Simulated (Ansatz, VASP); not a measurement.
# Pt3PbC in two plane-wave programs, part 3 of 3

One calculation is typed for both programs; each brings its own data sets. How far apart do they land? The cell is taken from a series of runs on this material, whose earlier steps may have relaxed, scaled, displaced or heated it; both programs get it as it stands.

VASP 6.6.1 and Ansatz 0.2.0.

So far: The starting structure; VASP: zone-centre phonons, PBEsol.

## 3. Ansatz: zone-centre phonons, PBEsol

Level of this step: Ansatz beside VASP: Kohn-Sham DFT, plane waves, PBEsol (Ansatz).

Ansatz runs on its PAW soft_1 files.

The same cell, functional, mesh and smearing now go to Ansatz, which takes its cutoff from its data sets.

The input, input.yaml:

```yaml
crystal:
  lattice:
    - [4.1847860465, 0.0, 0.0]
    - [0.0, 3.2512814113, 2.8672843667]
    - [0.0, -3.2512814113, 2.8672843667]
  atoms:
    - { symbol: Pt, position: [0.0, 0.5225197443, 0.5225197443] }
    - { symbol: Pt, position: [0.5, 0.5181169841, 0.9748891315] }
    - { symbol: Pt, position: [0.5, 0.9748891315, 0.5181169841] }
    - { symbol: Pb, position: [0.0, 0.0201589207, 0.0201589207] }
    - { symbol: C, position: [0.5, 0.4301863321, 0.4301863321] }
kpoints:
  mp_grid: { grid: [8, 8, 8] }
hamiltonian:
  xc: pbesol
  pseudopotentials: { kind: paw, azcp: { folder: soft_1 }, xc_functional: pbe }
scf:
  occupations: { method: methfessel_paxton, width: 0.2 }
output:
  eigenvalues: true
phonons:
  method: dfpt
```

The run is started by

```sh
> ansatz run input.yaml --threads 4 --pin off --max-ram 10240MiB --backend cpu --events-out ev --progress --plain --runs-dir out
```

Numbers of over 12 decimals in the logs are rounded to 6 here.

Output:

```text
zone centre: on kpoints.mp_grid the ground state, and the responses unless they are solved on pairs of k-points, stand on 170 of the mesh's 512 k-points, reduced under 2 symmetry operations, with k and −k counted as one. Each operation leaves every solved displacement unchanged or reverses it
Engine: ansatz 0.2.0, aarch64-unknown-linux-gnu
Pseudopotentials: kind: paw
Pseudopotential: Pt, paw, valence charge 18, recommended cutoff 420 eV (normal), soft_1/Pt.paw.azcp
Pseudopotential: Pb, paw, valence charge 14, recommended cutoff 420 eV (normal), soft_1/Pb.paw.azcp
Pseudopotential: C, paw, valence charge 4, recommended cutoff 420 eV (normal), soft_1/C.paw.azcp
Functional definition: PBEsol
  exchange = pbesol_x
  correlation = pbesol_c
Crystal: 5 atoms, lattice volume = 78.024 Å³
Basis set: ecut = 420 eV, 1499 PW (Γ), exchange–correlation on 60×60×60 points (8 copies of the dense FFT grid, shifted against one another)
Bands: 44, of which v1, the nominal top of the filled ones, is band 36 counted from 1 (35 counted from 0)
Symmetry: 4 space group operations
k-points: 170 of 512 (irreducible under 2 space group operations, time reversal used)
Non-local potential: Pt, projectors of the file, l = 0: 3, l = 1: 2, l = 2: 2, l = 3: 1
Non-local potential: Pb, projectors of the file, l = 0: 2, l = 1: 2, l = 2: 2, l = 3: 1
Non-local potential: C, projectors of the file, l = 0: 2, l = 1: 2, l = 2: 1
PAW form: soft (Blöchl's): semilocal exchange-correlation on the pseudo side does not see the compensation charge
PAW frozen core: Pt, regenerated for the run's functional, and the local potential with it (the file was generated under x = pbe(κ = 0.804, μ = 0.219515), c = pbe(β = 0.066725))
PAW frozen core: Pb, regenerated for the run's functional, and the local potential with it (the file was generated under x = pbe(κ = 0.804, μ = 0.219515), c = pbe(β = 0.066725))
PAW frozen core: C, regenerated for the run's functional, and the local potential with it (the file was generated under x = pbe(κ = 0.804, μ = 0.219515), c = pbe(β = 0.066725))
PAW one-centre angular grid: Pt, 590 points (default); XC on 64 Gauss nodes
PAW one-centre angular grid: Pb, 590 points (default); XC on 64 Gauss nodes
PAW one-centre angular grid: C, 110 points (default); XC on 64 Gauss nodes
Initial density: superposition of atomic densities (chi_scale 0.1, normalization cell, long waves kept (reshape's long-wave potential 0.00 eV rms))
Initial wavefunctions: pseudopotential atomic-orbital guess
Functional: x = pbesol(κ = 0.804, μ = 0.123457), c = pbesol(β = 0.046)
SCF iter   1: F=—  HF=-49159.865564 eV  |F-HF|=—  |Δ(HF+E_count)|=         —  Δρ=8.68e-2  dr2=6.95e0  ethr=3.10e-3  ⟨swp⟩=6.4  Hψ=27379  notcnv=0
preconditioner: auto → Kerker (q_TF=auto, 2.692 Å⁻¹)  [metal: Δε(μ)=0.003 eV  Ē_g=10.963 eV  σ=0.200 eV  W_gap=0.01  n_scr=26 (ndim 8)  ℏωp=29.1 eV  f_vac=0.000  D(μ)=4.29/eV (n_scr^D=36)]
SCF iter   2: F=—  HF=-49158.646161 eV  |F-HF|=—  |Δ(HF+E_count)|=    1.22e0  S|Δr|=    0.00e0  Δρ=4.39e-2  dr2=1.87e0  ethr=3.10e-3  ⟨swp⟩=2.9  Hψ=12744  notcnv=0  defer=348
SCF iter   3: F=—  HF=-49158.219802 eV  |F-HF|=—  |Δ(HF+E_count)|=   4.26e-1  S|Δr|=    0.00e0  Δρ=5.86e-3  dr2=2.60e-2  ethr=2.60e-3  ⟨swp⟩=2.0  Hψ=10963  notcnv=0  defer=348
SCF iter   4: F=—  HF=-49158.214492 eV  |F-HF|=—  |Δ(HF+E_count)|=   5.31e-3  S|Δr|=    0.00e0  Δρ=1.03e-3  dr2=1.53e-3  ethr=3.61e-5  ⟨swp⟩=1.1  Hψ=8889  notcnv=0  defer=345
SCF iter   5: F=—  HF=-49158.214185 eV  |F-HF|=—  |Δ(HF+E_count)|=   3.07e-4  S|Δr|=    0.00e0  Δρ=2.92e-4  dr2=1.04e-4  ethr=2.12e-6  ⟨swp⟩=2.3  Hψ=10901  notcnv=0  defer=345
SCF iter   6: F=—  HF=-49158.214155 eV  |F-HF|=—  |Δ(HF+E_count)|=   3.03e-5  S|Δr|=    0.00e0  Δρ=7.56e-5  dr2=8.42e-6  ethr=1.44e-7  ⟨swp⟩=2.4  Hψ=10507  notcnv=0  defer=345
SCF iter   7: F=—  HF=-49158.214154 eV  |F-HF|=—  |Δ(HF+E_count)|=   7.89e-7  S|Δr|=    0.00e0  Δρ=1.91e-5  dr2=3.62e-7  ethr=1.17e-8  ⟨swp⟩=2.0  Hψ=11135  notcnv=0  defer=345
SCF iter   8: F=—  HF=-49158.214163 eV  |F-HF|=—  |Δ(HF+E_count)|=   8.41e-6  S|Δr|=    0.00e0  Δρ=4.13e-6  dr2=1.40e-8  ethr=5.02e-10  ⟨swp⟩=2.0  Hψ=10266  notcnv=0  defer=345
SCF iter   9: F=—  HF=-49158.214163 eV  |F-HF|=—  |Δ(HF+E_count)|=   1.57e-9  S|Δr|=    0.00e0  Δρ=1.06e-6  dr2=9.63e-10  ethr=1.94e-11  ⟨swp⟩=2.0  Hψ=11246  notcnv=0  defer=345
SCF iter  10: F=—  HF=-49158.214163 eV  |F-HF|=—  |Δ(HF+E_count)|=  8.00e-11  S|Δr|=    0.00e0  Δρ=2.65e-7  dr2=1.06e-10  ethr=1.34e-12  ⟨swp⟩=2.1  Hψ=11193  notcnv=0  defer=345
SCF iter  11: F=—  HF=-49158.214163 eV  |F-HF|=—  |Δ(HF+E_count)|=  2.18e-11  S|Δr|=    0.00e0  Δρ=9.21e-8  dr2=1.63e-11  ethr=1.00e-12  ⟨swp⟩=1.0  Hψ=7128  notcnv=0  defer=345
SCF iter  12: F=-49158.214163 eV  HF=-49158.214163 eV  |F-HF|=7.28e-12  |Δ(HF+E_count)|=  1.46e-11  S|Δr|=    0.00e0  Δρ=2.81e-8  dr2=9.07e-13  ethr=1.00e-12  ⟨swp⟩=12.4  Hψ=35294  notcnv=0
SCF 1 converged in 12 iterations: F = -49158.214163 eV  dr2 = 9.07e-13
  greatest PAW one-centre occupation: 1.000 electrons in one spin orbital (limit 2), on the Pt atom at site 2 (counted from 0), in its partial waves of l = 0
DFPT response loops at Γ: preconditioner auto → Kerker (q_TF=auto, 2.692 Å⁻¹) (partly filled bands, converged f_vac=0.000); β = 1.00, the filter's whole step (`scf.mixing.beta` (0.50) is not read by the response loops under this deck's `scf.mixing.preconditioner`; to damp them name `kerker` or `kerker_dos`, under which they read `scf.mixing.beta`, and type it under 1.00, their step now; both keys bind the ground state too); Broyden in place of MSR1
SCF converged after 12 iterations
Stability not checked: this state was not tested for a lower state beside it, because cold or Methfessel-Paxton smearing, or corrected tetrahedra, fill the levels in a way that the test cannot read (fill_not_monotonic; see scf.lower_state_search)
Free energy (F): -49158.214163 eV
Harris-Foulkes:  -49158.214163 eV  (|F-HF|=7.28e-12)
Internal energy: -49158.218096 eV  (E = F + TS)
E sigma→0 (E₀):  -49158.215146 eV
Entropy (-TS):   0.003933 eV (0.787 meV/atom)
Fermi energy:    18.798649 eV
--- Per-component energies (eV) ---
  E_band       = -515.061570
  E_kinetic    = 2173.430340
  E_local      = -6017.551959  (includes V_loc(G=0)·N_el)
  E_nonlocal   = 954.571354
  E_hartree    = 2312.047350
  E_xc         = -944.229097
  E_vxc        = -1009.030391  (∫ρ·V_xc dr)
  E_paw        = -38378.074273  (= ΣΔE_a)
  E_vpaw       = -1240.578929  (= ΣTr[D̂ρ^β])
  E_aug_tail   = 0.003287  (compensation charges beyond the density's cutoff)
  E_ewald      = -9259.359462
  E_core_change = 0.944364  (= ΣΔE_core)
  E_smearing   = 0.003933  (= −TS)
  E_closure    = -0.000000  (closes the sum)
  Σ components = -49158.214163   (vs F -49158.214163, Δ=0.00e0)
--- Band table (eV; the first three rows and the last of 170) ---
  k-point 0: bands = [... 32 lower, 17.7211, 17.9021, 18.1310, 18.1675, 18.8054, 20.0327, 20.6430, 20.8835, ... 4 higher]
  k-point 1: bands = [... 32 lower, 17.5554, 17.9913, 18.0425, 18.3369, 18.7323, 20.2794, 21.0665, 21.1797, ... 4 higher]
  k-point 2: bands = [... 32 lower, 17.4639, 18.0330, 18.1485, 18.8222, 18.8486, 20.6897, 21.5376, 21.6753, ... 4 higher]
  k-point 169: bands = [... 32 lower, 17.0128, 17.2249, 17.9179, 18.0287, 18.0536, 19.1269, 19.6802, 20.0983, ... 4 higher]
--- Phonons (Γ-DFPT): 12 representative perturbations + reference, on 170 of 512 k-points (Σ response iterations 42) ---
  k mesh reduced under 2 symmetry operations, with k and −k counted as one. Each operation leaves every solved displacement unchanged or reverses it
  ASR residual: 3.105e-5 → 0.000e0 eV/Å²; symmetrization residual: 5.598e-6 eV/Å²
  ASR residual per site (eV/Å²): 3.11e-5 1.74e-5 1.74e-5 1.73e-5 2.47e-6
  Γ frequencies (cm⁻¹): -120.98 0.00 0.00 0.00 58.35 72.38 73.52 74.39 85.60 96.89 112.26 144.96 273.86 365.85 375.23
  non-analytic LO–TO correction: not included (Born effective charges unavailable; polar crystals: no LO–TO splitting at Γ)
```

In the SCF lines HF is the Harris–Foulkes energy and dr2 the Hartree energy of the density residual, in eV; the loop may stop once dr2 is under the threshold and the program's other checks hold. Hψ counts applications of the Hamiltonian.

## 4. Differences

Known differences besides the potentials themselves: the data sets hold 72 valence electrons in Ansatz (on its PAW soft_1 files) and 48 in VASP; the cutoff is 420 eV in Ansatz and 600 eV in VASP; Ansatz makes its cores anew for this functional, VASP keeps those of its PBE data sets. Total energies have different zeros and are not compared.

The two programs side by side:

| quantity | Ansatz | VASP | difference |
| --- | --- | --- | --- |
| optical mode 1 (imaginary, printed as negative) (cm⁻¹) | -121.0 | -106.4 | -14.6 |
| optical mode 2 (cm⁻¹) | 58.4 | 58.4 | -0.05 % |
| optical mode 3 (cm⁻¹) | 72.4 | 72.8 | -0.63 % |
| optical mode 4 (cm⁻¹) | 73.5 | 73.8 | -0.37 % |
| optical mode 5 (cm⁻¹) | 74.4 | 74.4 | +0.00 % |
| optical mode 6 (cm⁻¹) | 85.6 | 86.7 | -1.29 % |
| optical mode 7 (cm⁻¹) | 96.9 | 97.6 | -0.69 % |
| optical mode 8 (cm⁻¹) | 112.3 | 112.2 | +0.04 % |
| optical mode 9 (cm⁻¹) | 145.0 | 145.3 | -0.26 % |
| optical mode 10 (cm⁻¹) | 273.9 | 294.9 | -7.14 % |
| optical mode 11 (cm⁻¹) | 365.9 | 374.7 | -2.35 % |
| optical mode 12 (cm⁻¹) | 375.2 | 381.1 | -1.54 % |

Modes are paired by rising frequency, not by their patterns, so a pair may set unlike modes beside each other; they are those without the splitting of longitudinal modes.

## 5. What the set-up changes

Further runs change the set-up of one program: Ansatz's method, potentials or start, or VASP's data sets, cutoff or form of LDA. The table gives Ansatz less VASP for each quantity, since a change that brings one quantity closer may part another.

| run | optical mode 1 (imaginary, printed as negative) (cm⁻¹) | optical mode 2 (%) | optical mode 3 (%) | optical mode 4 (%) | optical mode 5 (%) | optical mode 6 (%) |
| --- | --- | --- | --- | --- | --- | --- |
| as above | -15 | -0.054 | -0.63 | -0.37 | -0.0040 | -1.3 |
| VASP with the data sets Pt_sv_GW, Pb_d and C | -0.14 | 0.084 | -1.0 | -0.30 | -0.067 | -0.084 |

## 6. Results

| Item | Value |
| --- | --- |
| r.m.s. difference of the optical zone-centre modes, each program's sorted by frequency (zone-centre phonons, PBEsol) | 8.0 cm⁻¹ |
| difference in optical mode 10 (zone-centre phonons, PBEsol) | -7.1 % |

In words: The r.m.s. difference of the optical zone-centre modes, each program's sorted by frequency is 8.0 cm⁻¹ (zone-centre phonons, PBEsol). The data sets hold unlike numbers of valence electrons (72 in Ansatz and 48 in VASP), so part of the differences comes from the potentials. Among the rows given in per cent, the largest difference of the zone-centre phonons, PBEsol pair is in optical mode 10, -7.1 %. Zone-centre phonons, PBEsol, VASP with the data sets Pt_sv_GW, Pb_d and C: the difference in optical mode 1 (imaginary, printed as negative) goes from -15 to -0.14 cm⁻¹; the difference in optical mode 2 goes from -0.054 to 0.084 %; the difference in optical mode 3 goes from -0.63 to -1.0 %; the difference in optical mode 5 goes from -0.0040 to -0.067 %; the difference in optical mode 6 goes from -1.3 to -0.084 %. How closely two codes agree says nothing of how well the functional describes the real material.

[Lines on the potential files, build, host, timing and source positions are cut from VASP's logs without a mark.]

[Logs are printed without paths, hosts, clocks, repeated set-up lines and the standing remarks that a program may print on its own settings, such as how far it seeks lower states.]

[Hosts, paths, dates, database ids (printed as entryN), source tags and the programs' standing remarks are cut or masked in the printed files.]
